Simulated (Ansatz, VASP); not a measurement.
# GdGa3Cu in two plane-wave programs, part 2 of 2

One calculation is typed for both programs; each brings its own data sets and cutoff. How far apart do they land?

VASP 6.6.1 and Ansatz 0.2.0.

So far. Step 2 (VASP: single point, PBE): The cell holds one magnetic atom, so no antiferromagnetic order fits into it. Without U or exact exchange, f electrons of an open shell come out too delocalised. At this level the cell is under a pressure of 3.1 GPa, so at these settings it is away from equilibrium.

### Step 3. Ansatz: single point, PBE

Level of this step: Ansatz beside VASP: Kohn-Sham DFT, plane waves, PBE (Ansatz).

Ansatz runs on its default PAW (the set named soft_2) files.

The same cell, functional, mesh and smearing now go to Ansatz, which takes its cutoff from its data sets.

Input file input.yaml:

```yaml
crystal:
  lattice:
    - [-2.0595, 2.0595, 5.26635]
    - [2.0595, -2.0595, 5.26635]
    - [2.0595, 2.0595, -5.26635]
  atoms:
    - { symbol: Gd, position: [0.116088, 0.116088, 0.0], spin: 7.0 }
    - { symbol: Ga, position: [0.7359, 0.7359, 0.0] }
    - { symbol: Ga, position: [0.36627, 0.86627, 0.5] }
    - { symbol: Ga, position: [0.86627, 0.36627, 0.5] }
    - { symbol: Cu, position: [0.5141, 0.5141, 0.0], spin: 0.6 }
hamiltonian:
  xc: pbe
  pseudopotentials: { kind: paw }
magnetization:
  spin_polarized: true
kpoints:
  mp_grid: { grid: [9, 9, 9] }
scf:
  occupations: { method: fermi_dirac, width: 0.05 }
  n_extra_bands: 10
output:
  forces: true
  stress: true
  eigenvalues: true
```

Launch:

```bash
$ ansatz run input.yaml --threads 2 --pin off --max-ram 4608MiB --backend cpu --events-out ev --progress --plain --runs-dir out
```

Numbers of over 12 decimals in the logs are rounded to 6 here.

Output:

```text
Warning: the band count 48 (scf.n_extra_bands) hosts the net moment |M| = 7.6000 μB (N_el = 76) but caps the reachable moment at 2·n_bands − N_el = 20.0000 μB, below the 51 bands that the automatic rule leaves for it — a moment growing past the seed, or the majority channel's smearing tail, pins there with fewer empty majority states than that count leaves; raise or omit scf.n_extra_bands unless the cap is intended
basis.fft_grid_basis auto: the FFT boxes are laid along the combinations [[1, 0, 1], [0, 1, 1], [0, 0, 1]] of the cell's own vectors, 4.119, 4.119 and 6.018 Å long. The dense box has 30×30×45 points. Along the cell's own vectors, as sized, it would have 45×45×45, 2.25 times as many. Of the 8 symmetry operations that the crystal satisfies within crystal.symmetry.tolerance (time reversal apart; of a slab, those that ke [...]
scf.n_extra_bands = 10 over 38 filled bands (N_el = 76.0): the run solves 48 bands
Engine: ansatz 0.2.0, aarch64-unknown-linux-gnu
Pseudopotentials: kind: paw
Pseudopotential: Gd, paw, valence charge 18, recommended cutoff 420 eV (normal), Gd.paw.azcp
Pseudopotential: Ga, paw, valence charge 13, recommended cutoff 420 eV (normal), Ga.paw.azcp
Pseudopotential: Cu, paw, valence charge 19, recommended cutoff 420 eV (normal), Cu.paw.azcp
Functional definition: PBE
  parameter kappa = 0.804
  parameter beta = 0.066725
  exchange = pbe_x(kappa = kappa, mu = beta*pi^2/3)
  correlation = pbe_c(beta = beta)
Crystal: 5 atoms, lattice volume = 89.350 Å³
Basis set: ecut = 420 eV, 1709 PW (Γ), FFT grids on a1+a3, a2+a3, a3, exchange–correlation on 60×60×90 points (8 copies of the dense FFT grid, shifted against one another)
Bands: 48, of which v1, the nominal top of the filled ones, is band 38 counted from 1 (37 counted from 0)
Symmetry: 8 space group operations
Space group: I4mm (ITA 107), of the structure as read, at distance tolerance 4.5e-5 Å
Magnetic group: BNS 107.227 (UNI 887), of the structure as read, at distance tolerance 4.5e-5 Å
k-points: 75 of 729 (time reversal used)
Non-local potential: Gd, projectors of the file, l = 0: 3, l = 1: 2, l = 2: 2, l = 3: 3
Non-local potential: Ga, projectors of the file, l = 0: 2, l = 1: 2, l = 2: 3, l = 3: 1
Non-local potential: Cu, projectors of the file, l = 0: 3, l = 1: 2, l = 2: 3, l = 3: 1
PAW form: soft (Blöchl's): semilocal exchange-correlation on the pseudo side does not see the compensation charge
PAW one-centre angular grid: Gd, 590 points (default); XC on 64 Gauss nodes
PAW one-centre angular grid: Ga, 590 points (default); XC on 64 Gauss nodes
PAW one-centre angular grid: Cu, 590 points (default); XC on 64 Gauss nodes
Initial density: superposition of atomic densities (chi_scale 0.1, normalization cell, long waves kept (reshape's long-wave potential 0.00 eV rms))
Starting moments: Σ|m| = 7.6 μB on 2 of 5 sites
Initial wavefunctions: pseudopotential atomic-orbital guess
Functional: x = pbe(κ = 0.804, μ = 0.219515), c = pbe(β = 0.066725)
SCF iter   1: F=—  HF=-27315.618567 eV  |F-HF|=—  |Δ(HF+E_count)|=         —  Δρ=2.18e-1 (↑2.00e-1 ↓2.18e-1)  dr2=1.34e2  dr2_m=1.08e-1  M=7.207 μB ∫|m|=7.296 μB  β_m=0.30  ethr=3.10e-3  ⟨swp⟩=6.0  Hψ=23694  notcnv=0
Mixer restart at iter 1: flushing history
preconditioner: auto → Kerker (q_TF=auto, 2.656 Å⁻¹)  [metal: Δε(μ)=0.002 eV  Ē_g=11.652 eV  σ=0.050 eV  W_gap=0.01  n_scr=32 (ndim 8)  ℏωp=31.9 eV  f_vac=0.000  D(μ)=4.97/eV (n_scr^D=36)]
spin=Collinear: Kerker preconditioning applied to the charge; magnetization (m = ρ↑ − ρ↓) channel mixes plain (no charge-response kernel on spin).
SCF iter   2: F=—  HF=-27315.767050 eV  |F-HF|=—  |Δ(HF+E_count)|=   1.48e-1  Δρ=1.01e-1 (↑9.44e-2 ↓1.01e-1)  dr2=1.85e1  dr2_m=6.68e-2  M=6.963 μB ∫|m|=7.076 μB  β_m=0.25  ethr=3.10e-3  ⟨swp⟩=4.0  Hψ=22784  notcnv=0  defer=91
SCF iter   3: F=—  HF=-27309.290957 eV  |F-HF|=—  |Δ(HF+E_count)|=    6.48e0  Δρ=4.24e-2 (↑3.76e-2 ↓4.24e-2)  dr2=3.59e0  dr2_m=5.25e-2  M=6.967 μB ∫|m|=7.076 μB  β_m=0.43  ethr=3.10e-3  ⟨swp⟩=3.8  Hψ=19283  notcnv=0  defer=218
SCF iter   4: F=—  HF=-27308.592285 eV  |F-HF|=—  |Δ(HF+E_count)|=   6.99e-1  Δρ=1.58e-2 (↑1.46e-2 ↓1.58e-2)  dr2=8.03e-1  dr2_m=2.48e-2  M=6.968 μB ∫|m|=7.074 μB  β_m=0.71  ethr=3.10e-3  ⟨swp⟩=3.0  Hψ=15945  notcnv=0  defer=211
SCF iter   5: F=—  HF=-27308.706614 eV  |F-HF|=—  |Δ(HF+E_count)|=   1.14e-1  Δρ=1.54e-2 (↑1.50e-2 ↓1.54e-2)  dr2=5.61e-1  dr2_m=9.60e-3  M=6.962 μB ∫|m|=7.113 μB  β_m=0.64  ethr=1.06e-3  ⟨swp⟩=3.1  Hψ=14824  notcnv=0  defer=201
SCF iter   6: F=—  HF=-27308.680602 eV  |F-HF|=—  |Δ(HF+E_count)|=   2.60e-2  Δρ=1.39e-2 (↑1.28e-2 ↓1.39e-2)  dr2=4.80e-1  dr2_m=3.34e-3  M=6.988 μB ∫|m|=7.149 μB  β_m=0.72  ethr=7.38e-4  ⟨swp⟩=3.2  Hψ=12517  notcnv=0  defer=206
SCF iter   7: F=—  HF=-27308.631384 eV  |F-HF|=—  |Δ(HF+E_count)|=   4.92e-2  Δρ=3.73e-3 (↑2.63e-3 ↓3.73e-3)  dr2=4.33e-2  dr2_m=6.95e-4  M=7.018 μB ∫|m|=7.182 μB  β_m=0.77  ethr=6.31e-4  ⟨swp⟩=2.2  Hψ=9792  notcnv=0  defer=206
SCF iter   8: F=—  HF=-27308.626267 eV  |F-HF|=—  |Δ(HF+E_count)|=   5.12e-3  Δρ=1.45e-3 (↑8.84e-4 ↓1.45e-3)  dr2=9.11e-3  dr2_m=9.69e-5  M=7.028 μB ∫|m|=7.194 μB  β_m=0.85  ethr=5.70e-5  ⟨swp⟩=1.7  Hψ=9150  notcnv=0  defer=201
SCF iter   9: F=—  HF=-27308.626298 eV  |F-HF|=—  |Δ(HF+E_count)|=   3.16e-5  Δρ=1.71e-3 (↑1.48e-3 ↓1.71e-3)  dr2=8.66e-3  dr2_m=1.76e-5  M=7.025 μB ∫|m|=7.192 μB  β_m=0.68  ethr=1.20e-5  ⟨swp⟩=2.5  Hψ=12800  notcnv=0  defer=201
SCF iter  10: F=—  HF=-27308.625528 eV  |F-HF|=—  |Δ(HF+E_count)|=   7.70e-4  Δρ=1.32e-3 (↑1.29e-3 ↓1.32e-3)  dr2=5.09e-3  dr2_m=1.08e-6  M=7.024 μB ∫|m|=7.192 μB  β_m=0.74  ethr=1.14e-5  ⟨swp⟩=2.0  Hψ=8264  notcnv=0  defer=203
SCF iter  11: F=—  HF=-27308.624821 eV  |F-HF|=—  |Δ(HF+E_count)|=   7.08e-4  Δρ=1.91e-4 (↑1.75e-4 ↓1.91e-4)  dr2=9.57e-5  dr2_m=3.58e-7  M=7.024 μB ∫|m|=7.192 μB  β_m=0.83  ethr=6.70e-6  ⟨swp⟩=2.0  Hψ=9131  notcnv=0  defer=203
SCF iter  12: F=—  HF=-27308.624805 eV  |F-HF|=—  |Δ(HF+E_count)|=   1.53e-5  Δρ=9.74e-5 (↑8.92e-5 ↓9.74e-5)  dr2=1.84e-5  dr2_m=2.00e-8  M=7.024 μB ∫|m|=7.192 μB  β_m=0.92  ethr=1.26e-7  ⟨swp⟩=2.0  Hψ=12012  notcnv=0  defer=203
SCF iter  13: F=—  HF=-27308.624803 eV  |F-HF|=—  |Δ(HF+E_count)|=   1.98e-6  Δρ=2.62e-5 (↑2.62e-5 ↓2.50e-5)  dr2=2.18e-6  dr2_m=7.82e-10  M=7.024 μB ∫|m|=7.192 μB  β_m=0.75  ethr=2.42e-8  ⟨swp⟩=2.6  Hψ=12303  notcnv=0  defer=203
SCF iter  14: F=—  HF=-27308.624803 eV  |F-HF|=—  |Δ(HF+E_count)|=   5.06e-7  Δρ=1.29e-5 (↑1.29e-5 ↓1.20e-5)  dr2=5.39e-7  dr2_m=4.06e-10  M=7.024 μB ∫|m|=7.192 μB  β_m=0.63  ethr=2.87e-9  ⟨swp⟩=2.2  Hψ=10925  notcnv=0  defer=203
SCF iter  15: F=-27308.624803 eV  HF=-27308.624803 eV  |F-HF|=1.27e-8  |Δ(HF+E_count)|=   1.42e-7  Δρ=3.02e-6 (↑2.43e-6 ↓3.02e-6)  dr2=2.68e-8  dr2_m=1.38e-9  M=7.024 μB ∫|m|=7.192 μB  ethr=1.32e-10  ⟨swp⟩=10.2  Hψ=34398  notcnv=0
SCF 1 converged in 15 iterations: F = -27308.624803 eV  dr2 = 2.68e-8
  greatest PAW one-centre occupation: 1.000 electrons in one spin orbital (limit 2), on the Cu atom at site 4 (counted from 0), in its partial waves of l = 0
SCF converged after 15 iterations
Magnetization: 7.0237 μB (41.5119 up, 34.4881 down)
Absolute magnetization: 7.1882 μB (∫|ρ↑−ρ↓|, with the PAW one-centre terms)
Spin contamination: 0.0694 ħ² per cell (⟨S²⟩ above its minimum at these occupations)
Per-site moments (μB) at R_I (Å): [(6.961609, 1.280545), (-0.012341, 0.963663), (-0.012650, 1.021058), (-0.012650, 1.021058), (0.00618366, 0.963663)]
Free energy (F): -27308.624803 eV
Harris-Foulkes:  -27308.624803 eV  (|F-HF|=1.27e-8)
Internal energy: -27308.608044 eV  (E = F + TS)
E sigma→0 (E₀):  -27308.616423 eV
Entropy (-TS):   -0.016759 eV (-3.352 meV/atom)
Fermi energy:    13.239681 eV
--- Per-component energies (eV) ---
  E_band       = -424.465451
  E_kinetic    = 1051.943181
  E_local      = -11955.357541  (includes V_loc(G=0)·N_el)
  E_nonlocal   = 1947.340145
  E_hartree    = 5427.574133
  E_xc         = -533.413340
  E_vxc        = -546.888827  (∫ρ·V_xc dr)
  E_paw        = -14071.816248  (= ΣΔE_a)
  E_vpaw       = -1776.655603  (= ΣTr[D̂ρ^β])
  E_aug_tail   = -0.000029  (compensation charges beyond the density's cutoff)
  E_ewald      = -9174.878344
  E_smearing   = -0.016759  (= −TS)
  E_closure    = -0.000000  (closes the sum)
  Σ components = -27308.624803   (vs F -27308.624803, Δ=0.00e0)
--- Forces (eV/Å), atoms counted from 1 ---
  atom   1  Gd    -0.00000000     0.00000000    -0.08878333
  atom   2  Ga    -0.00000000     0.00000000    -1.39122870
  atom   3  Ga     0.00000000     0.00000000     1.19555540
  atom   4  Ga     0.00000000    -0.00000000     1.19555540
  atom   5  Cu    -0.00000000    -0.00000000    -0.91114311
  max |Σ_I F_I| component: 4.43e-5 eV/Å
--- Stress (GPa, compression-positive) ---
        2.792178      -0.000000       0.000000
       -0.000000       2.792178      -0.000000
        0.000000      -0.000000       3.965102
  P = ⅓ Tr σ = 3.1832 GPa (31.832 kbar)
--- Band table (eV; the first three rows and the last of 150) ---
  k-point 0 ↑: bands = [... 34 lower, 9.5616, 9.5616, 10.0665, 10.2930, 11.4951, 11.4951, 11.7188, 13.4016, ... 6 higher]
  k-point 1 ↑: bands = [... 34 lower, 9.6157, 9.7037, 10.0828, 10.1943, 10.6920, 11.5456, 12.7510, 13.6795, ... 6 higher]
  k-point 2 ↑: bands = [... 34 lower, 9.7709, 9.9558, 9.9786, 10.1590, 10.4425, 11.4455, 12.2135, 12.3615, ... 6 higher]
  k-point 74 ↓: bands = [... 34 lower, 13.6626, 13.7308, 13.7976, 13.8188, 13.8494, 13.9687, 13.9829, 14.5284, ... 6 higher]
```

Wall time 67 s (2 threads of Arm Neoverse V1, shared host); peak memory 0.7 GiB.

The column dr2 measures how far the density is from self-consistency, as an energy; F and HF (Harris–Foulkes) agree once it is small.

The run ends at a pressure of 3.18 GPa, with forces up to 1.4 eV/Å.

### Step 4. Comparison

Known differences besides the potentials themselves: the data sets hold 76 valence electrons in Ansatz (default PAW (the set named soft_2) files) and 68 in VASP; the cutoff is 420 eV in Ansatz and 450 eV in VASP; VASP leaves aspherical gradient terms in its spheres out (LASPH is not set), Ansatz keeps them; site moments are counted in spheres of each program's own size. Total energies have different zeros and are not compared.

The two programs side by side:

```csv
quantity,Ansatz,VASP,difference
pressure (GPa),3.18,3.09,+0.09
pressure without Ansatz's Pulay correction (GPa),3.12,3.09,+0.03
total moment (μB),7.02,7.03,0.00
moment on Gd1 (μB),6.96,6.79,+0.18
```

Forces (eV/Å; atoms numbered as in POSCAR):

```csv
atom,"Ansatz x, y, z","VASP x, y, z"
Gd1,"0.000, 0.000, -0.089","0.000, 0.000, -0.090"
Ga2,"0.000, 0.000, -1.391","0.000, 0.000, -1.392"
Ga3,"0.000, 0.000, 1.196","0.000, 0.000, 1.194"
Ga4,"0.000, 0.000, 1.196","0.000, 0.000, 1.194"
Cu5,"0.000, 0.000, -0.911","0.000, 0.000, -0.906"
```

The forces differ by 1.5 meV/Å r.m.s., which is 0.3 % of the r.m.s. force of 0.61 eV/Å (both taken over all components). Ansatz's pressure holds a Pulay correction of 0.06 GPa; VASP's holds none.

### Step 5. What came out

| Quantity | Value |
| --- | --- |
| r.m.s. force difference (single point, PBE) | 0.25 % of the r.m.s. force |

In words: The r.m.s. force difference is 0.25 % of the r.m.s. force (single point, PBE), within the 3 % picked in this series as the mark of a large difference. Such differences can come from data sets, numerical settings and the points named under the comparisons, not from the functional's error against experiment.

[Lines on the potential files, build, host, timing and source positions are cut from VASP's logs without a mark.]

[Logs are printed without paths, hosts, clocks, repeated set-up lines and the standing remarks that a program may print on its own settings, such as how far it seeks lower states.]

[Hosts, paths, dates, database ids (printed as entryN), source tags and the programs' standing remarks are cut or masked in the printed files.]
